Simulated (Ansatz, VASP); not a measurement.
**Cross-check of Ge12Sb6S43 (germanium antimony sulfide glass) between VASP and Ansatz**

Aim: how closely do two programs agree when they are given the same cell, functional and k mesh? The structure shown is the end of the Ansatz relaxation below.

Method: plane waves, with VASP 6.6.1 beside it; single point at PBEsol, in Ansatz 0.2.0.

### 1. The structure

The cell holds 122 atoms: 24 Ge, 12 Sb and 86 S. Its edges and angles: a = 15.192 Å, b = 14.212 Å, c = 14.893 Å, α = 90.0°, β = 90.0°, γ = 90.0°. As first built, before any earlier steps moved the atoms (in the runner's words): 122 atoms (24 Ge, 12 Sb, 86 S) placed at random at 3.01 g/cm^3 and pushed apart to contact distance.

### 2. Ansatz: relaxation, PBEsol

Ansatz runs on its default PAW (the set named soft_2) files.

This run makes the geometry at which the two programs are then compared.

File input.yaml:

```yaml
crystal:
  lattice:
    - [15.61773, 0.0, 0.0]
    - [0.0, 15.33064, 0.0]
    - [0.0, 0.0, 15.6699]
  atoms:
    - { symbol: Ge, position: [0.38466, 0.03542, 0.30648] }
    - { symbol: Ge, position: [0.92144, 0.3952, 0.35908] }
    # ... one line an atom, as in the record's system
kpoints:
  mp_grid: { grid: [1, 1, 1] }
hamiltonian:
  xc: pbesol
scf:
  occupations: { method: fermi_dirac, width: 0.05 }
output:
  forces: true
  stress: true
relax:
  f_tol: 0.04
  max_steps: 60
  cell: { stress_tol: 0.1, fix: [alpha, beta, gamma] }
```

The run is started by

```bash
> ansatz run input.yaml --threads 32 --pin off --max-ram 92160MiB --backend cuda --events-out ev --progress --plain --runs-dir out --max-vram 78GiB
```

Numbers of over 12 decimals in the logs are rounded to 6 here.

Output:

```text
Engine: ansatz 0.2.0, aarch64-unknown-linux-gnu
Pseudopotentials: kind: paw
Pseudopotential: Ge, paw, valence charge 14, recommended cutoff 420 eV (normal), Ge.paw.azcp
Pseudopotential: Sb, paw, valence charge 15, recommended cutoff 420 eV (normal), Sb.paw.azcp
[...]
Crystal: 122 atoms, lattice volume = 3751.841 Å³
Basis set: ecut = 420 eV, 73323 PW (Γ), exchange–correlation on 216×216×216 points (8 copies of the dense FFT grid, shifted against one another)
Bands: 638, of which v1, the nominal top of the filled ones, is band 516 counted from 1 (515 counted from 0)
k-points: 1
PAW frozen core: Ge, regenerated for the run's functional, and the local potential with it (the file was generated under x = pbe(κ = 0.804, μ = 0.219515), c = pbe(β = 0.066725))
PAW frozen core: Sb, regenerated for the run's functional, and the local potential with it (the file was generated under x = pbe(κ = 0.804, μ = 0.219515), c = pbe(β = 0.066725))
PAW frozen core: S, regenerated for the run's functional, and the local potential with it (the file was generated under x = pbe(κ = 0.804, μ = 0.219515), c = pbe(β = 0.066725))
[...]
relax step   1: F+E_penalty+E_count = -255090.86054250 eV  Δ(F+E_penalty+E_count) = +0.000e0 eV  max|allowed force component| = 2.575e-1 eV/Å  Δτ_max = 0.0000 Å  P = -1.671 GPa  Ω = 3751.841 Å³
[... from here on, the SCF cycles and remarks between the steps are left out ...]
relax step   2: F+E_penalty+E_count = -255091.63613215 eV  Δ(F+E_penalty+E_count) = -7.756e-1 eV  max|allowed force component| = 6.175e-1 eV/Å  Δτ_max = 0.1870 Å  P = +1.080 GPa  Ω = 3261.382 Å³
relax step  10: F+E_penalty+E_count = -255092.97630869 eV  Δ(F+E_penalty+E_count) = -2.318e-2 eV  max|allowed force component| = 5.528e-2 eV/Å  Δτ_max = 0.0399 Å  P = +0.011 GPa  Ω = 3241.053 Å³
relax step  19: F+E_penalty+E_count = -255093.07387152 eV  Δ(F+E_penalty+E_count) = -7.993e-3 eV  max|allowed force component| = 7.326e-2 eV/Å  Δτ_max = 0.0961 Å  P = -0.009 GPa  Ω = 3210.097 Å³
relax step  28: F+E_penalty+E_count = -255093.31542674 eV  Δ(F+E_penalty+E_count) = -1.114e-2 eV  max|allowed force component| = 2.058e-1 eV/Å  Δτ_max = 0.1437 Å  P = -0.002 GPa  Ω = 3219.359 Å³
relax step  37: F+E_penalty+E_count = -255093.43830985 eV  Δ(F+E_penalty+E_count) = +2.322e-3 eV  max|allowed force component| = 2.032e-1 eV/Å  Δτ_max = 0.0673 Å  P = -0.017 GPa  Ω = 3218.320 Å³
relax step  43: F+E_penalty+E_count = -255093.47491035 eV  Δ(F+E_penalty+E_count) = -2.567e-3 eV  max|allowed force component| = 5.832e-2 eV/Å  Δτ_max = 0.0350 Å  P = -0.003 GPa  Ω = 3215.461 Å³
relax step  44: F+E_penalty+E_count = -255093.47727510 eV  Δ(F+E_penalty+E_count) = -2.365e-3 eV  max|allowed force component| = 3.172e-2 eV/Å  Δτ_max = 0.0409 Å  P = -0.006 GPa  Ω = 3215.459 Å³
relax step  45: F+E_penalty+E_count = -255093.43673210 eV  Δ(F+E_penalty+E_count) = +4.054e-2 eV  max|allowed force component| = 3.163e-2 eV/Å  Δτ_max = 0.0000 Å  P = -0.006 GPa  Ω = 3215.459 Å³
basis re-selected at this cell: Δ(F+E_penalty+E_count) = +4.054e-2 eV, ΔP = +0.000 GPa vs the last step (what re-selecting the basis moved, of the pressure what is left beyond the Pulay correction that the steps carried, after the strain that the cell walked since its last selection, with what the two solves' SCF thresholds leave and, on support functions, any second-order correction that the steps lacked; it is no measure of the basis error at this ecutwfc). The dense FFT grid was sized anew with the basis: this SCF ran on 108×96×100 points, the steps before it on 108×108×108, so part of this shift can come from that change (see relax.cell in the input reference). [rest of the remark cut]
SCF converged after 6 iterations
Free energy (F): -255093.436732 eV
Internal energy: -255093.417393 eV  (E = F + TS)
E sigma→0 (E₀):  -255093.427063 eV
Entropy (-TS):   -0.019339 eV (-0.159 meV/atom)
Fermi energy:    4.790340 eV
--- Forces (eV/Å), atoms counted from 1 ---
  max |Σ_I F_I| component: 2.18e-5 eV/Å
--- Stress (GPa, compression-positive) ---
       -0.008628       0.213907       0.036085
        0.213907      -0.003163       0.052050
        0.036085       0.052050      -0.006090
  P = ⅓ Tr σ = -0.0060 GPa (-0.060 kbar)
--- Band table (eV) ---
--- Relaxed structure (44 steps of the walk, 41 accepted, 1 SCFs on fresh bases) ---
  F+E_penalty+E_count = -255093.43673210 eV   max|allowed force component| = 3.163e-2 eV/Å   (the final SCF, on the basis selected at the relaxed cell)
  cell:  # Å, volume = 3215.4594 Å³
    - [15.192135, 0, 0]
    - [0, 14.211606, 0]
    - [0, 0, 14.892961]
  atoms:
    [... one line an atom ...]
```

### 3. VASP: single point, PBEsol

The same cell, functional, mesh and smearing now go to VASP, with its own data sets.

Lines of VASP's logs that name or quote its potential files are left out, and so is its time.

File INCAR:

```
SYSTEM = Ge12Sb6S43
PREC = Accurate
ENCUT = 410
EDIFF = 1E-06
NELM = 120
ISMEAR = -1
SIGMA = 0.05
LREAL = Auto
ALGO = Normal
GGA = PS
NBANDS = 544
LORBIT = 11
LWAVE = .FALSE.
LCHARG = .FALSE.
ISIF = 2
LASPH = .TRUE.
GGA_COMPAT = .FALSE.
EFERMI = MIDGAP
NCORE = 4
```

File POSCAR:

```
Ge12Sb6S43
1.0
   15.1921350000      0.0000000000      0.0000000000
    0.0000000000     14.2116060000      0.0000000000
    0.0000000000      0.0000000000     14.8929610000
Ge Sb S
24 12 86
Direct
    0.3858200000      0.0361800000      0.3042600000
    0.9162000000      0.3866500000      0.3607700000
    0.7868900000      0.5829800000      0.7387900000
    0.8233600000      0.8757000000      0.4526500000
    0.3480600000      0.7194000000      0.6162200000
    0.6262000000      0.6734700000      0.5535900000
    0.3164400000      0.2916900000      0.7006300000
    0.1316900000      0.3596300000      0.8345600000
    0.1231600000      0.5789100000      0.5902600000
    0.2801000000      0.4596800000      0.1025000000
    0.8320100000      0.0370000000      0.5184300000
    0.7757300000      0.4589200000      0.2055900000
    0.2880500000      0.5042900000      0.4580400000
    0.8628400000      0.5263900000      0.9617100000
    0.8924700000      0.2789700000      0.8292900000
    0.5061700000      0.5206400000      0.7445600000
    0.0303400000      0.7149300000      0.7953100000
    0.5366500000      0.1030100000      0.7179600000
    0.3131000000      0.0138600000      0.7214400000
    0.0102300000      0.1301900000      0.6404400000
    0.4172500000      0.8749600000      0.4795800000
    0.9784900000      0.8513300000      0.2681400000
    0.3840300000      0.6977400000      0.8961500000
    0.9415400000      0.7261700000      0.6062900000
    0.7489300000      0.2555500000      0.5191300000
    0.2809000000      0.6832400000      0.1478400000
    0.7358300000      0.7998800000      0.7254600000
    0.3882300000      0.9081800000      0.9666000000
    0.7246100000      0.0203100000      0.8734300000
    0.0211400000      0.4561400000      0.1588100000
[... 86 atom lines left out ...]
    0.9066200000      0.7434200000      0.4609200000
    0.9906100000      0.3125700000      0.2510400000
    0.9432000000      0.1355800000      0.4967600000
    0.1426500000      0.5918300000      0.8270800000
    0.8145800000      0.0509400000      0.6683200000
    0.3916000000      0.1529500000      0.7620500000
```

File KPOINTS:

```
Automatic mesh
0
Gamma
1 1 1
0 0 0
```

PAW data sets: Ge_d, Sb and S (PBE family, release 64).

The run is started by

```bash
> mpirun -np 16 vasp_gam
```

Output:

```text
[banner, memory and clock lines left out]
running   16 mpi-ranks, on    1 nodes
[...]
|                                                                             |
|               ----> ADVICE to this user running VASP <----                  |
|                                                                             |
|     You enforced a specific xc type in the INCAR file but a different       |
|     [... a line on the potential file left out ...]
|     I HOPE YOU KNOW WHAT YOU ARE DOING!                                     |
|                                                                             |

 LDA part: xc-table for (Slater+PW92), standard interpolation
 POSCAR, INCAR and KPOINTS ok, starting setup
[...]
entering main loop
       N       E                     dE             d eps       ncg     rms          rms(c)
DAV:   1     0.185535417731E+05    0.18554E+05   -0.27494E+05  1128   0.243E+03
DAV:   2     0.391640281514E+04   -0.14637E+05   -0.14266E+05  1112   0.664E+02
DAV:   3     0.300399047784E+02   -0.38864E+04   -0.36910E+04  1312   0.251E+02
DAV:   4    -0.542548497660E+03   -0.57259E+03   -0.55516E+03  1352   0.102E+02
[...]
DAV:  19    -0.561882464150E+03   -0.57233E-05   -0.49277E-06   968   0.410E-03    0.553E-03
DAV:  20    -0.561882465710E+03   -0.15601E-05   -0.11217E-06   800   0.200E-03    0.250E-03
DAV:  21    -0.561882466002E+03   -0.29238E-06   -0.56501E-07   720   0.122E-03
   1 F= -.56188247E+03 E0= -.56187326E+03  d E =-.184175E-01
```

Parts of OUTCAR (step 3):

```text
  FREE ENERGIE OF THE ION-ELECTRON SYSTEM (eV)
  ---------------------------------------------------
  free  energy   TOTEN  =      -561.8824660023 eV

  energy  without entropy=     -561.8640484605  energy(sigma->0) =     -561.87325723
```

The run ends at a pressure of -0.19 GPa, with forces up to 0.12 eV/Å.

### 4. Differences

Known differences besides the potentials themselves: the data sets hold 1032 valence electrons in Ansatz (on its default PAW (the set named soft_2) files) and 912 in VASP; the cutoff is 420 eV in Ansatz and 410 eV in VASP (PREC = Accurate, projectors in real space); Ansatz makes its cores anew for this functional, VASP keeps those of its PBE data sets. Total energies have different zeros and are not compared.

Both answers:

| quantity | Ansatz | VASP | difference |
| --- | --- | --- | --- |
| gap on the k mesh (eV) | 0.394 | 0.401 | -0.006 |

A gap on the mesh is an upper bound, since the band edges may lie between its points.

### 5. Summary of results

| Quantity | Value |
| --- | --- |
| difference in gap on the k mesh (single point, PBEsol) | -0.0063 eV |

The difference in gap on the k mesh is -0.0063 eV (single point, PBEsol), within the 0.08 eV picked in this series as the mark of a large difference. The data sets hold unlike numbers of valence electrons (1032 in Ansatz and 912 in VASP), so part of the differences comes from the potentials. Such differences can come from data sets, numerical settings and the points named under the comparisons, not from the functional's error against experiment.

[Lines on the potential files, build, host, timing and source positions are cut from VASP's logs without a mark.]

[Logs are printed without paths, hosts, clocks, repeated set-up lines and the standing remarks that a program may print on its own settings, such as how far it seeks lower states.]

[Hosts, paths, dates, database ids (printed as entryN), source tags and the programs' standing remarks are cut or masked in the printed files.]
